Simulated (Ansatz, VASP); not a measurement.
# Pt2SeS in two plane-wave programs

One calculation is typed for both programs; each brings its own data sets. How far apart do they land? The cell is generated by rule, not measured, and may not be a known phase. The cell is taken from a series of runs on this material, whose earlier steps may have relaxed, scaled, displaced or heated it; both programs get it as it stands.

Main program and level: Ansatz 0.2.0; plane waves, with VASP 6.6.1 beside it; zone-centre phonons at PBE.

The structure was built from a prototype and need not be the compound's stable phase.

### 1. Starting point

It takes space group P-4m2 (No. 115, tetragonal). Conventional cell: a = 3.621 Å, b = 3.621 Å, c = 6.282 Å, α = 90.00°, β = 90.00°, γ = 90.00°. Pt has 2 S at 2.35 Å and 2 Se at 2.44 Å nearest. Nearest to S lie 4 Pt at 2.35 Å. Nearest to Se lie 4 Pt at 2.44 Å. Farther neighbours and most contacts between anions are not listed.

Coordinates:

```xyz
4
Lattice="3.6213 0.0000 0.0000 0.0000 3.6213 0.0000 0.0000 0.0000 6.2823" Properties=species:S:1:pos:R:3 pbc="T T T"
Pt    0.0000    1.8107    0.0648
Pt    1.8107    0.0000    3.0764
S     0.0000    0.0000    1.5706
Se    0.0000    0.0000    4.7117
```

### 2. VASP: zone-centre phonons, PBE

Second derivatives magnify differences that forces hide, and they need a tight electronic threshold.

Lines of VASP's logs that name or quote its potential files are left out, and so is its time.

File INCAR:

```
SYSTEM = Pt2SeS
PREC = Accurate
ENCUT = 500
EDIFF = 1E-08
NELM = 120
ISMEAR = 0
SIGMA = 0.01
LREAL = .FALSE.
ALGO = Normal
GGA = PE
NBANDS = 22
LASPH = .TRUE.
LORBIT = 11
LWAVE = .FALSE.
LCHARG = .FALSE.
ISIF = 2
IBRION = 8
GGA_COMPAT = .FALSE.
EFERMI = MIDGAP
KPAR = 2
```

File POSCAR:

```
Pt2SeS
1.0
    3.6213295313      0.0000000000      0.0000000000
    0.0000000000      3.6213295313      0.0000000000
    0.0000000000      0.0000000000      6.2823233202
Pt S Se
2 1 1
Direct
    0.0000000000      0.5000000000      0.0103116924
    0.5000000000      0.0000000000      0.4896883076
    0.0000000000      0.0000000000      0.2500000000
    0.0000000000      0.0000000000      0.7500000000
```

File KPOINTS:

```
Automatic mesh
0
Gamma
8 8 6
0 0 0
```

Potentials, in the order of the species: Pt, S and Se (PBE family, release 64).

On the command line:

```bash
$ mpirun -np 2 vasp_std
```

Numbers of over 12 decimals in the logs are rounded to 6 here.

The log of the run:

```text
[banner, memory and clock lines left out]
running    2 mpi-ranks, on    1 nodes
 distrk:  each k-point on    1 cores,    2 groups
 distr:  one band on    1 cores,    1 groups

 POSCAR found type information on POSCAR PtS Se
 POSCAR found :  3 types and       4 ions
 LDA part: xc-table for (Slater+PW92), standard interpolation
 POSCAR, INCAR and KPOINTS ok, starting setup
 FFT: planning ... GRIDC
 FFT: planning ... GRID_SOFT
 FFT: planning ... GRID
 WAVECAR not read
 entering main loop
       N       E                     dE             d eps       ncg     rms          rms(c)
DAV:   1     0.170502327374E+03    0.17050E+03   -0.14655E+04  2640   0.127E+03
DAV:   2    -0.136622118218E+02   -0.18416E+03   -0.17276E+03  3144   0.251E+02
DAV:   3    -0.219248211611E+02   -0.82626E+01   -0.81082E+01  3276   0.532E+01
DAV:   4    -0.220474509474E+02   -0.12263E+00   -0.12257E+00  2940   0.725E+00
DAV:   5    -0.220498093833E+02   -0.23584E-02   -0.23578E-02  3282   0.998E-01    0.164E+01
DAV:   6    -0.213058885764E+02    0.74392E+00   -0.25812E+00  2706   0.133E+01    0.869E+00
DAV:   7    -0.212300090735E+02    0.75880E-01   -0.25829E-01  2808   0.441E+00    0.423E+00
DAV:   8    -0.212122955679E+02    0.17714E-01   -0.49937E-02  3066   0.175E+00    0.431E-01
DAV:   9    -0.212115423750E+02    0.75319E-03   -0.35122E-03  2964   0.450E-01    0.232E-01
DAV:  10    -0.212115949217E+02   -0.52547E-04   -0.11369E-03  2970   0.203E-01    0.534E-02
DAV:  11    -0.212115991231E+02   -0.42015E-05   -0.38532E-05  3090   0.399E-02    0.274E-02
DAV:  12    -0.212115999198E+02   -0.79664E-06   -0.26127E-05  3044   0.315E-02    0.124E-02
DAV:  13    -0.212115998264E+02    0.93361E-07   -0.26813E-06  3006   0.131E-02    0.524E-03
DAV:  14    -0.212116003996E+02   -0.57316E-06   -0.85802E-07  3000   0.684E-03    0.143E-03
DAV:  15    -0.212116003702E+02    0.29329E-07   -0.19518E-08  2228   0.113E-03    0.369E-04
DAV:  16    -0.212116003904E+02   -0.20168E-07   -0.15040E-08  2068   0.812E-04    0.191E-04
DAV:  17    -0.212116003741E+02    0.16296E-07   -0.15291E-09  1584   0.288E-04    0.607E-05
DAV:  18    -0.212116003750E+02   -0.85174E-09   -0.35451E-10  1476   0.132E-04
   1 F= -.21211600E+02 E0= -.21211600E+02  d E =-.846422E-16
 Linear response reoptimize wavefunctions to high precision
DAV:   1    -0.212116003760E+02   -0.10223E-08   -0.96331E-11  1566   0.582E-05
DAV:   2    -0.212116003760E+02    0.30923E-10   -0.15219E-11  1440   0.246E-05
 Linear response DOF=           7
 Linear response progress:
  Degree of freedom:   1/  7
       N       E                     dE             d eps       ncg     rms          rms(c)
RMM:   1    -0.264728510492E+00   -0.26473E+00   -0.27969E-01  9689   0.300E+00
RMM:   2    -0.261256608088E+00    0.34719E-02   -0.62021E-03  8660   0.433E-01    0.235E-01
RMM:   3    -0.260330579070E+00    0.92603E-03   -0.15189E-03  8577   0.188E-01    0.125E-01
RMM:   4    -0.260616282653E+00   -0.28570E-03   -0.11551E-03  9057   0.155E-01    0.346E-02
RMM:   5    -0.260689042672E+00   -0.72760E-04   -0.77668E-05  8685   0.435E-02    0.879E-03
RMM:   6    -0.260665751260E+00    0.23291E-04   -0.74777E-06  8974   0.139E-02    0.321E-03
RMM:   7    -0.260605829040E+00    0.59922E-04   -0.24563E-07  9387   0.280E-03    0.118E-03
RMM:   8    -0.260589789022E+00    0.16040E-04   -0.16660E-07  8773   0.189E-03    0.253E-04
RMM:   9    -0.260586335987E+00    0.34530E-05   -0.25998E-09  9497   0.405E-04    0.196E-04
RMM:  10    -0.260587155988E+00   -0.82000E-06    0.90787E-10  9036   0.234E-04    0.565E-05
RMM:  11    -0.260587144191E+00    0.11798E-07    0.11332E-08  9616   0.717E-05    0.224E-05
RMM:  12    -0.260587303313E+00   -0.15912E-06   -0.29698E-08  9943   0.307E-05    0.506E-06
RMM:  13    -0.260587324689E+00   -0.21376E-07    0.32734E-09  9312   0.113E-05    0.120E-06
RMM:  14    -0.260587336716E+00   -0.12027E-07   -0.34247E-09  8523   0.336E-06    0.107E-06
RMM:  15    -0.260587329823E+00    0.68936E-08    0.45281E-10  5455   0.197E-06    0.361E-07
 first order change of Fermi-energy   0.49236E-04
 force on displaced ion       1 direction 1 :  -5.909   0.000   0.000
 Linear response progress:
  Degree of freedom:   2/  7
       N       E                     dE             d eps       ncg     rms          rms(c)
RMM:   1    -0.258694977803E+00   -0.25869E+00   -0.26546E-01  9986   0.299E+00
RMM:   2    -0.249053077545E+00    0.96419E-02   -0.77056E-03  8636   0.483E-01    0.207E-01
RMM:   3    -0.249301596017E+00   -0.24852E-03   -0.12056E-04  9214   0.750E-02    0.129E-01
RMM:   4    -0.250084039712E+00   -0.78244E-03   -0.10121E-04  9060   0.673E-02    0.788E-03
RMM:   5    -0.250042419008E+00    0.41621E-04   -0.13585E-06  9453   0.808E-03    0.449E-03
RMM:   6    -0.250006554751E+00    0.35864E-04   -0.16701E-06  9268   0.579E-03    0.953E-04
RMM:   7    -0.250012111425E+00   -0.55567E-05    0.75952E-08  9265   0.166E-03    0.382E-04
RMM:   8    -0.250008088247E+00    0.40232E-05   -0.19667E-08  9375   0.490E-04    0.715E-05
RMM:   9    -0.250008543952E+00   -0.45571E-06    0.38304E-09  9654   0.922E-05    0.444E-05
RMM:  10    -0.250008905730E+00   -0.36178E-06    0.30128E-09  9407   0.568E-05    0.192E-05
RMM:  11    -0.250008847851E+00    0.57879E-07    0.33350E-11  9357   0.364E-05    0.521E-06
[...]
RMM:   5    -0.267462027472E+00   -0.15905E-03   -0.13717E-05  7155   0.202E-02    0.768E-03
RMM:   6    -0.267467873792E+00   -0.58463E-05   -0.91737E-07  7130   0.722E-03    0.386E-03
RMM:   7    -0.267458162292E+00    0.97115E-05   -0.12823E-06  6990   0.527E-03    0.973E-04
RMM:   8    -0.267454446841E+00    0.37155E-05   -0.16596E-07  7002   0.184E-03    0.468E-04
RMM:   9    -0.267451952035E+00    0.24948E-05   -0.29197E-08  7151   0.632E-04    0.732E-05
RMM:  10    -0.267452478197E+00   -0.52616E-06    0.41900E-09  7430   0.153E-04    0.424E-05
RMM:  11    -0.267452598039E+00   -0.11984E-06   -0.54800E-09  7057   0.700E-05    0.105E-05
RMM:  12    -0.267452677165E+00   -0.79126E-07   -0.63995E-08  7401   0.229E-05    0.486E-06
RMM:  13    -0.267452737024E+00   -0.59859E-07   -0.25935E-09  7320   0.105E-05    0.201E-06
RMM:  14    -0.267452728515E+00    0.85083E-08   -0.80292E-09  6461   0.353E-06    0.116E-06
 first order change of Fermi-energy  -0.22314E+00
 force on displaced ion       1 direction 3 :   0.000   0.000 -16.087
 Linear response progress:
  Degree of freedom:   4/  7
       N       E                     dE             d eps       ncg     rms          rms(c)
RMM:   1    -0.106468652810E+00   -0.10647E+00    0.36032E-02 13869   0.185E+00
RMM:   2    -0.102590592386E+00    0.38781E-02   -0.28109E-03  8835   0.312E-01    0.177E-01
RMM:   3    -0.102460022369E+00    0.13057E-03   -0.12644E-04  9204   0.640E-02    0.995E-02
RMM:   4    -0.102480091815E+00   -0.20069E-04   -0.61415E-05  9209   0.416E-02    0.152E-02
RMM:   5    -0.102489585054E+00   -0.94932E-05   -0.44669E-06  9401   0.971E-03    0.424E-03
RMM:   6    -0.102490598431E+00   -0.10134E-05   -0.52303E-07  9523   0.257E-03    0.168E-03
RMM:   7    -0.102492554535E+00   -0.19561E-05    0.32884E-08  9355   0.110E-03    0.242E-04
RMM:   8    -0.102491405931E+00    0.11486E-05    0.14408E-08  9476   0.249E-04    0.837E-05
RMM:   9    -0.102490794963E+00    0.61097E-06   -0.13995E-09  9382   0.123E-04    0.179E-05
RMM:  10    -0.102490936037E+00   -0.14107E-06   -0.15218E-08  9662   0.241E-05    0.943E-06
RMM:  11    -0.102490975673E+00   -0.39637E-07    0.13961E-09  9261   0.183E-05    0.422E-06
RMM:  12    -0.102490953556E+00    0.22117E-07    0.24146E-09  9123   0.618E-06    0.326E-06
RMM:  13    -0.102490941378E+00    0.12178E-07   -0.76049E-09  7975   0.295E-06    0.104E-06
RMM:  14    -0.102490944281E+00   -0.29033E-08   -0.35309E-09  4316   0.157E-06    0.184E-07
 first order change of Fermi-energy  -0.14637E-03
 force on displaced ion       3 direction 1 : -11.631   0.000  -0.000
 Linear response progress:
  Degree of freedom:   5/  7
       N       E                     dE             d eps       ncg     rms          rms(c)
RMM:   1    -0.124510770333E+00   -0.12451E+00    0.64298E-02 10689   0.190E+00
RMM:   2    -0.120182794781E+00    0.43280E-02   -0.31575E-03  6761   0.333E-01    0.325E-01
RMM:   3    -0.120151550682E+00    0.31244E-04   -0.47240E-04  6937   0.110E-01    0.210E-01
RMM:   4    -0.120216589676E+00   -0.65039E-04   -0.25809E-04  6831   0.864E-02    0.868E-02
RMM:   5    -0.120293914785E+00   -0.77325E-04   -0.74162E-05  6845   0.450E-02    0.778E-03
RMM:   6    -0.120277263823E+00    0.16651E-04   -0.24339E-06  7126   0.780E-03    0.333E-03
RMM:   7    -0.120274496734E+00    0.27671E-05   -0.16628E-07  7256   0.222E-03    0.128E-03
RMM:   8    -0.120277907044E+00   -0.34103E-05   -0.10299E-07  7060   0.122E-03    0.221E-04
RMM:   9    -0.120277639525E+00    0.26752E-06   -0.41637E-08  7234   0.312E-04    0.136E-04
RMM:  10    -0.120277584439E+00    0.55085E-07   -0.45056E-08  6824   0.145E-04    0.280E-05
RMM:  11    -0.120277725298E+00   -0.14086E-06   -0.70129E-08  7474   0.330E-05    0.136E-05
RMM:  12    -0.120277822297E+00   -0.97000E-07   -0.69135E-08  6921   0.243E-05    0.384E-06
RMM:  13    -0.120277813796E+00    0.85012E-08   -0.40481E-08  7458   0.554E-06    0.127E-06
 first order change of Fermi-energy   0.54043E+00
 force on displaced ion       3 direction 3 :   0.000   0.000 -18.239
 Linear response progress:
  Degree of freedom:   6/  7
       N       E                     dE             d eps       ncg     rms          rms(c)
RMM:   1    -0.791170924615E-01   -0.79117E-01    0.70178E-02 14008   0.136E+00
RMM:   2    -0.774140841602E-01    0.17030E-02   -0.18862E-03  8984   0.232E-01    0.132E-01
RMM:   3    -0.771943355230E-01    0.21975E-03   -0.83672E-05  9360   0.483E-02    0.769E-02
RMM:   4    -0.770488754041E-01    0.14546E-03   -0.46659E-05  9309   0.396E-02    0.102E-02
RMM:   5    -0.770595636769E-01   -0.10688E-04   -0.16986E-07  9420   0.863E-03    0.187E-03
RMM:   6    -0.770650731675E-01   -0.55095E-05    0.14858E-07  9425   0.208E-03    0.554E-04
RMM:   7    -0.770645714152E-01    0.50175E-06    0.41362E-08  9464   0.771E-04    0.153E-04
RMM:   8    -0.770638396261E-01    0.73179E-06    0.18212E-08  9511   0.238E-04    0.681E-05
RMM:   9    -0.770635051522E-01    0.33447E-06    0.16433E-08  9519   0.961E-05    0.256E-05
RMM:  10    -0.770634611417E-01    0.44010E-07    0.60219E-09  9697   0.290E-05    0.118E-05
RMM:  11    -0.770634934862E-01   -0.32344E-07   -0.55916E-11  9335   0.201E-05    0.257E-06
RMM:  12    -0.770634924898E-01    0.99638E-09   -0.17197E-09  9439   0.505E-06    0.121E-06
 first order change of Fermi-energy  -0.13531E-03
 force on displaced ion       4 direction 1 : -12.546   0.000  -0.000
 Linear response progress:
  Degree of freedom:   7/  7
       N       E                     dE             d eps       ncg     rms          rms(c)
RMM:   1    -0.971248101339E-01   -0.97125E-01    0.10831E-01 10959   0.146E+00
RMM:   2    -0.956122209014E-01    0.15126E-02   -0.27064E-03  6936   0.281E-01    0.243E-01
RMM:   3    -0.954983674357E-01    0.11385E-03   -0.28800E-04  7174   0.838E-02    0.159E-01
RMM:   4    -0.954727017181E-01    0.25666E-04   -0.15860E-04  6916   0.703E-02    0.637E-02
RMM:   5    -0.954946633132E-01   -0.21962E-04   -0.49482E-05  6909   0.364E-02    0.656E-03
RMM:   6    -0.954941549621E-01    0.50835E-06   -0.20191E-06  7213   0.724E-03    0.269E-03
RMM:   7    -0.954965162955E-01   -0.23613E-05   -0.14131E-07  7217   0.230E-03    0.909E-04
RMM:   8    -0.954976729916E-01   -0.11567E-05   -0.47995E-08  7164   0.113E-03    0.201E-04
RMM:   9    -0.954976768189E-01   -0.38272E-08    0.60393E-10  7309   0.286E-04    0.116E-04
 first order change of Fermi-energy  -0.51804E+00
 force on displaced ion       4 direction 3 :   0.000   0.000 -19.065
 Linear response finished
```

(Part 1 of 2 ends here.)

[Lines on the potential files, build, host, timing and source positions are cut from VASP's logs without a mark.]

[Logs are printed without paths, hosts, clocks, repeated set-up lines and the standing remarks that a program may print on its own settings, such as how far it seeks lower states.]

[Hosts, paths, dates, database ids (printed as entryN), source tags and the programs' standing remarks are cut or masked in the printed files.]
